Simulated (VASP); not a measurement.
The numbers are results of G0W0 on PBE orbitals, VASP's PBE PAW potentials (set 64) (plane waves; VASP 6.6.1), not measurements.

The input files of a VASP run:

KPOINTS:
```
Automatic mesh
0
Gamma
4 4 4
0 0 0
```

INCAR:
```
ALGO = EVGW0
ENCUT = 500
ENCUTGW = 200
GGA = PE
ISMEAR = 0
LASPH = .TRUE.
LCHARG = .FALSE.
LREAL = .FALSE.
LSPECTRALGW = .TRUE.
LWAVE = .FALSE.
NBANDS = 160
NBANDSGW = 12
NELMGW = 1
NOMEGA = 64
PREC = Normal
SIGMA = 0.01
SYSTEM = BAs
```

POSCAR:
```
BAs
1
    0.0000000000     2.4214510000     2.4214510000
    2.4214510000     0.0000000000     2.4214510000
    2.4214510000     2.4214510000     0.0000000000
B As
1 1
Direct
  0.0000000000   0.0000000000   0.0000000000
  0.2500000000   0.2500000000   0.2500000000
```

POTCAR, in this order: B_GW As_GW (PBE.64 set). Program: vasp_std. Read from the step before: WAVECAR, WAVEDER.

The resulting files:

**OSZICAR**
```
energies w=
    0.000    0.000    0.585    0.000    1.169    0.000    1.750    0.000
    2.327    0.000    2.899    0.000    3.466    0.000    4.026    0.000
    4.579    0.000    5.124    0.000    5.662    0.000    6.193    0.000
    6.716    0.000    7.232    0.000    7.742    0.000    8.245    0.000
    8.744    0.000    9.238    0.000    9.728    0.000   10.216    0.000
   10.702    0.000   11.187    0.000   11.672    0.000   12.159    0.000
   12.648    0.000   13.141    0.000   13.639    0.000   14.145    0.000
   14.658    0.000   15.181    0.000   15.716    0.000   16.265    0.000
   16.829    0.000   17.412    0.000   18.016    0.000   18.644    0.000
   19.299    0.000   19.985    0.000   20.707    0.000   21.469    0.000
   22.278    0.000   23.140    0.000   24.063    0.000   25.056    0.000
   26.131    0.000   27.301    0.000   28.582    0.000   29.994    0.000
   31.561    0.000   33.314    0.000   35.291    0.000   37.542    0.000
   40.131    0.000   43.143    0.000   46.695    0.000   50.948    0.000
   56.132    0.000   62.591    0.000   70.856    0.000   81.798    0.000
   96.948    0.000  119.274    0.000  155.380    0.000  223.534    0.000
NQ=   1    0.0000    0.0000    0.0000,
 performed        110000 updates of chi_q(r,r)
NQ=   2    0.2500    0.0000    0.0000,
 performed        328000 updates of chi_q(r,r)
NQ=   3    0.5000    0.0000    0.0000,
 performed        515000 updates of chi_q(r,r)
NQ=   4    0.2500    0.2500    0.0000,
 performed        733000 updates of chi_q(r,r)
NQ=   5    0.5000    0.2500    0.0000,
 performed       1035000 updates of chi_q(r,r)
NQ=   6   -0.2500    0.2500    0.0000,
 performed       1306000 updates of chi_q(r,r)
NQ=   7    0.5000    0.5000    0.0000,
 performed       1470000 updates of chi_q(r,r)
NQ=   8   -0.2500    0.5000    0.2500,
 performed       1680000 updates of chi_q(r,r)
 resolving degeneracies of screened two electron integrals
```

OUTCAR:
```


 k-point   1 :       0.0000    0.0000    0.0000
  band No.  KS-energies  QP-energies   sigma(KS)   V_xc(KS)     V^pw_x(r,r')   Z            occupation Imag(sigma)

      1      -9.2911     -10.0875     -12.6808     -11.5696     -19.4013       0.7166       2.0000       1.1935
      2       5.7552       5.1593     -13.2394     -12.4811     -14.1755       0.7858       2.0000       0.0409
      3       5.7552       5.1593     -13.2394     -12.4811     -14.1755       0.7858       2.0000       0.0409
      4       5.7552       5.1593     -13.2394     -12.4811     -14.1755       0.7858       2.0000       0.0409
      5       8.9653       9.1812     -11.0026     -11.2788      -6.4901       0.7820       0.0000      -0.0710
      6       8.9653       9.1812     -11.0026     -11.2788      -6.4901       0.7820       0.0000      -0.0710
      7       8.9653       9.1812     -11.0026     -11.2788      -6.4901       0.7820       0.0000      -0.0710
      8       9.9040      10.3407     -11.9724     -12.5495      -6.5719       0.7568       0.0000      -0.0992
      9      15.1279      15.0098      -8.8699      -8.7198      -2.9595       0.7872       0.0000      -0.2676
     10      18.5188      18.4579     -10.3524     -10.2740      -4.2800       0.7758       0.0000      -0.3251
     11      18.5188      18.4579     -10.3524     -10.2740      -4.2800       0.7758       0.0000      -0.3251
     12      19.9419      19.8714      -8.9420      -8.8521      -2.4262       0.7857       0.0000      -0.5017

 k-point   2 :       0.2500    0.0000    0.0000
  band No.  KS-energies  QP-energies   sigma(KS)   V_xc(KS)     V^pw_x(r,r')   Z            occupation Imag(sigma)

      1      -8.3286      -9.0539     -12.7076     -11.6715     -19.1094       0.7000       2.0000       1.0485
      2       0.9346       0.2275     -12.6651     -11.7252     -15.1808       0.7523       2.0000       0.1195
      3       4.6499       4.0373     -13.0218     -12.2385     -14.2670       0.7821       2.0000       0.0488
      4       4.6499       4.0373     -13.0218     -12.2385     -14.2670       0.7821       2.0000       0.0488
      5       8.5900       8.8120     -11.2373     -11.5232      -6.5295       0.7766       0.0000      -0.0738
      6      10.3027      10.5215     -11.0541     -11.3369      -6.1285       0.7737       0.0000      -0.0912
      7      10.3027      10.5215     -11.0541     -11.3369      -6.1285       0.7737       0.0000      -0.0912
      8      13.3545      13.6071     -11.3955     -11.7347      -5.2131       0.7447       0.0000      -0.2021
      9      16.8189      16.7445      -8.9812      -8.8854      -2.8698       0.7764       0.0000      -0.3337
     10      16.8566      16.7769      -9.7975      -9.6950      -3.8984       0.7775       0.0000      -0.2960
     11      16.8566      16.7769      -9.7975      -9.6950      -3.8984       0.7775       0.0000      -0.2960
     12      20.0879      20.0752      -9.6138      -9.5971      -2.8927       0.7628       0.0000      -0.5362

 k-point   3 :       0.5000    0.0000    0.0000
  band No.  KS-energies  QP-energies   sigma(KS)   V_xc(KS)     V^pw_x(r,r')   Z            occupation Imag(sigma)

      1      -6.5639      -7.2387     -12.9715     -12.0500     -18.6929       0.7322       2.0000       0.8130
      2      -2.7498      -3.5237     -12.2339     -11.1602     -16.4378       0.7208       2.0000       0.3653
      3       3.9990       3.3535     -13.0408     -12.2099     -14.5832       0.7769       2.0000       0.0565
      4       3.9990       3.3535     -13.0408     -12.2099     -14.5832       0.7769       2.0000       0.0565
      5       8.1954       8.3847     -11.2627     -11.5060      -6.6150       0.7781       0.0000      -0.0706
      6      10.4702      10.6366     -10.5782     -10.7915      -5.5838       0.7802       0.0000      -0.0959
      7      10.4702      10.6366     -10.5782     -10.7915      -5.5838       0.7802       0.0000      -0.0959
      8      14.5284      14.5314      -9.5881      -9.5920      -3.2510       0.7558       0.0000      -0.2554
      9      18.1714      18.2642     -10.0364     -10.1596      -3.2630       0.7527       0.0000      -0.4149
     10      20.0092      20.0614     -10.4436     -10.5126      -3.4953       0.7560       0.0000      -0.5628
     11      20.0092      20.0614     -10.4436     -10.5126      -3.4953       0.7560       0.0000      -0.5628
     12      21.4067      21.5398     -11.1297     -11.3067      -3.7261       0.7522       0.0000      -0.7820

 k-point   4 :       0.2500    0.2500    0.0000
  band No.  KS-energies  QP-energies   sigma(KS)   V_xc(KS)     V^pw_x(r,r')   Z            occupation Imag(sigma)

      1      -7.9963      -8.7051     -12.6981     -11.6984     -18.9952       0.7091       2.0000       1.0088
      2       1.6693       0.9853     -13.2147     -12.3118     -15.4986       0.7575       2.0000       0.1011
      3       3.1611       2.4997     -12.7174     -11.8605     -14.4417       0.7719       2.0000       0.0656
      4       3.1611       2.4997     -12.7174     -11.8605     -14.4417       0.7719       2.0000       0.0656
      5       7.4134       7.4741     -10.4230     -10.4999      -6.1588       0.7901       0.0000      -0.0616
      6      10.1674      10.2777     -10.2567     -10.3987      -5.1368       0.7774       0.0000      -0.0957
      7      12.9221      13.1993     -11.5370     -11.9027      -5.7820       0.7581       0.0000      -0.1715
      8      12.9221      13.1993     -11.5370     -11.9027      -5.7820       0.7581       0.0000      -0.1715
      9      15.6967      15.8210     -10.9144     -11.0774      -4.5890       0.7624       0.0000      -0.3032
     10      19.1697      19.2638      -9.7535      -9.8762      -3.1813       0.7672       0.0000      -0.4779
     11      19.9748      19.9293     -10.3680     -10.3090      -4.0041       0.7715       0.0000      -0.4446
     12      22.7941      22.6394      -9.2743      -9.0726      -2.3584       0.7674       0.0000      -0.7546

 k-point   5 :       0.5000    0.2500    0.0000
  band No.  KS-energies  QP-energies   sigma(KS)   V_xc(KS)     V^pw_x(r,r')   Z            occupation Imag(sigma)

      1      -6.1651      -6.8169     -12.9241     -12.0251     -18.4776       0.7250       2.0000       0.7447
      2      -1.7708      -2.5438     -12.7484     -11.6866     -16.5960       0.7280       2.0000       0.2837
      3       1.1878       0.4656     -12.3577     -11.4107     -14.6672       0.7626       2.0000       0.1097
      4       2.7031       2.0175     -12.7518     -11.8597     -14.6919       0.7684       2.0000       0.0731
      5       8.1278       8.1725     -10.2152     -10.2718      -5.6963       0.7885       0.0000      -0.0687
      6      11.4514      11.6775     -10.8369     -11.1326      -5.3017       0.7646       0.0000      -0.1279
      7      13.1763      13.2992     -10.9510     -11.1129      -5.2651       0.7589       0.0000      -0.1693
      8      13.4595      13.6955     -11.1248     -11.4372      -5.1787       0.7554       0.0000      -0.1958
      9      17.4549      17.5873     -10.8663     -11.0437      -3.8845       0.7458       0.0000      -0.4307
     10      20.4541      20.4298     -10.4272     -10.3957      -3.5875       0.7728       0.0000      -0.5793
     11      21.0109      21.1331     -10.6395     -10.8014      -3.3929       0.7547       0.0000      -0.6992
     12      22.4402      22.3959      -9.8078      -9.7491      -2.9311       0.7551       0.0000      -0.6826

 k-point   6 :      -0.2500    0.2500    0.0000
  band No.  KS-energies  QP-energies   sigma(KS)   V_xc(KS)     V^pw_x(r,r')   Z            occupation Imag(sigma)

      1      -6.8798      -7.5717     -12.8420     -11.8837     -18.6867       0.7220       2.0000       0.8522
      2      -0.7532      -1.4938     -12.9041     -11.8927     -16.2854       0.7323       2.0000       0.2065
      3       0.8647       0.1369     -12.1639     -11.2043     -14.5738       0.7584       2.0000       0.1174
      4       3.8618       3.2167     -12.9475     -12.1162     -14.4639       0.7760       2.0000       0.0568
      5       9.1635       9.3279     -10.6564     -10.8672      -5.8495       0.7797       0.0000      -0.0790
      6      11.7117      11.9807     -11.0921     -11.4462      -5.5815       0.7598       0.0000      -0.1344
      7      12.5159      12.7676     -11.0491     -11.3790      -5.3788       0.7630       0.0000      -0.1534
      8      12.8969      13.0190     -11.0222     -11.1840      -5.1503       0.7546       0.0000      -0.1744
      9      16.0183      15.9050      -9.7599      -9.6163      -4.1086       0.7888       0.0000      -0.2467
     10      17.6062      17.6364     -10.3022     -10.3424      -3.6499       0.7521       0.0000      -0.4092
     11      20.9130      21.0745     -10.6519     -10.8668      -3.3195       0.7516       0.0000      -0.6982
     12      22.7900      22.6137      -9.4552      -9.2233      -2.6197       0.7603       0.0000      -0.6628

 k-point   7 :       0.5000    0.5000    0.0000
  band No.  KS-energies  QP-energies   sigma(KS)   V_xc(KS)     V^pw_x(r,r')   Z            occupation Imag(sigma)

      1      -5.3114      -5.8935     -12.9823     -12.1789     -18.1222       0.7245       2.0000       0.6071
      2      -2.5566      -3.3628     -12.8662     -11.7336     -17.2049       0.7118       2.0000       0.3673
      3       1.8351       1.1246     -12.6567     -11.7219     -14.9341       0.7600       2.0000       0.0898
      4       1.8351       1.1246     -12.6567     -11.7219     -14.9341       0.7600       2.0000       0.0898
      5       7.2175       7.1916      -9.9573      -9.9246      -5.6254       0.7947       0.0000      -0.0629
      6       7.2175       7.1916      -9.9573      -9.9246      -5.6254       0.7947       0.0000      -0.0629
      7      16.7246      17.0419     -11.8102     -12.2454      -4.4940       0.7290       0.0000      -0.4555
      8      16.7246      17.0419     -11.8102     -12.2454      -4.4940       0.7290       0.0000      -0.4555
      9      18.2598      18.5077     -11.1712     -11.5087      -3.8091       0.7346       0.0000      -0.5026
...
```
(Selected blocks of OUTCAR.)

The mesh is coarse and the basis finite, so the quasiparticle values are not converged.

The compound is BAs in the zinc blende structure. This cell is one point of a volume scan, at 1.04 of the reference volume. The k-mesh is coarse (spacing up to 0.56 per Å, 2π included), so the numbers may not be converged in it.
